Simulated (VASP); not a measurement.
Consider the following.

```xyz
1
Lattice="-1.6229 1.6229 1.6229 1.6229 -1.6229 1.6229 1.6229 1.6229 -1.6229" Properties=species:S:1:pos:R:3 pbc="T T T"
Nb     0.0000     0.0000     0.0000
```

Calculation: LDA (Ceperley-Alder, Perdew-Zunger), VASP's LDA PAW potentials (set 64) (plane waves; VASP). Settings: 500 eV cut-off, 16×16×16 Γ-centred mesh, first-order Methfessel-Paxton smearing of 0.10 eV, potentials Nb_sv.

Task: What does the run give for the energy per atom (σ→0), band gap (on the k-mesh) with the smallest direct gap where there is one?

Result: 
- band gap (on the k-mesh) = none (metal, semimetal or under 0.01 eV)
- energy per atom (σ→0) = -11.259 eV/atom

The absolute energy has meaning only against runs of the same code, potentials and settings.

The compound is Nb in the bcc structure. It was relaxed first.
